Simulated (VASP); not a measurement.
Given:

```xyz
3
Lattice="0.0000 2.7546 2.7546 2.7546 0.0000 2.7546 2.7546 2.7546 0.0000" Properties=species:S:1:pos:R:3 pbc="T T T"
Li     1.3773     1.3773     1.3773
Li     4.1320     4.1320     4.1320
S      0.0000     0.0000     0.0000
```

Calculation: LDA (Ceperley-Alder, Perdew-Zunger), VASP's LDA PAW potentials (set 64) (plane waves; VASP). Settings: 520 eV cut-off, 8×8×8 Γ-centred mesh, Gaussian smearing of 0.050 eV, potentials Li_sv S.

**Question.** The job: Li2S (antifluorite), 3 atoms, LDA, static run, 520 eV, 8×8×8 Γ-centred mesh. Roughly how much core time does it take on a busy server core?

**Answer.** About 7 core-seconds (one run on a shared machine, a rough figure). It had 29 irreducible k-points, 10 bands, up to 1158 plane waves and 14 electronic steps.

The compound is Li2S in the antifluorite structure. This cell is one point of a volume scan, at 0.97 of the reference volume.
